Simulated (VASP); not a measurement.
Here is the system:

```
CELL_PARAMETERS angstrom
      3.49415     0.00000     0.00000
      0.00000     3.49415     0.00000
      0.00000     0.00000     3.49415
ATOMIC_POSITIONS crystal
  Fe 0.00000 0.00000 0.00000
  Ni 0.00000 0.50000 0.50000
  Ni 0.50000 0.00000 0.50000
  Ni 0.50000 0.50000 0.00000
```
Starting moments (μB, in the order of the record's atoms Fe Ni Ni Ni): 2.8 0.6 0.6 0.6.

Computed with vdW-DF-cx, VASP's PBE PAW potentials (set 64) (plane waves; VASP). Run with 520 eV cut-off, 9×9×9 Γ-centred mesh, first-order Methfessel-Paxton smearing of 0.10 eV, potentials Fe Ni.

**Question.** Give the energy at these volumes per atom, relative to the lowest: 10.04, 10.36, 10.68, 11.00, 11.32 Å³.

**Answer.** 28.6, 6.4, 0.0, 6.7, 24.0 meV/atom. A third-order Birch-Murnaghan fit gives B0 = 218 GPa and B0′ = 5.5.

The compound is Ni3Fe in the L1_2 structure. It was relaxed first.
